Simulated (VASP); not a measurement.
Data:

```
CELL_PARAMETERS angstrom
      4.67092     0.00000     0.00000
      0.00000     4.67092     0.00000
      0.00000     0.00000     4.67092
ATOMIC_POSITIONS crystal
  Cs 0.00000 0.00000 0.00000
  I  0.50000 0.50000 0.50000
```

Level of theory: PBE GGA, VASP's PBE PAW potentials (set 64) (plane waves; VASP 6.6.1). Settings: 520 eV cut-off, Gaussian smearing of 0.050 eV, potentials Cs_sv I.

Unless said otherwise, spin-orbit coupling is left out, though it shifts the bands of the heavy elements here.

Q: Give the energies of bands 6 to 11 at the high-symmetry points, in eV from the valence-band maximum.

A: 
```tsv
band	Γ	X	M	R
6	-0.10	-1.40	-0.81	-1.15
7	-0.10	-0.21	-0.81	-1.15
8	-0.10	-0.21	0.00	-1.15
9	3.67	5.21	4.25	6.96
10	4.27	6.21	4.89	6.96
11	4.27	6.43	6.08	6.96
```

The gap is indirect, 3.67 eV, from the valence maximum at M to the conduction minimum at Γ.

Measured: gap 6.20 eV (computed value off by -2.53 eV), as given by Aguado et al., (1998), arXiv:cond-mat/9809176.

The compound is CsI in the CsCl type structure. It was relaxed first, which changed the volume by +7 %.
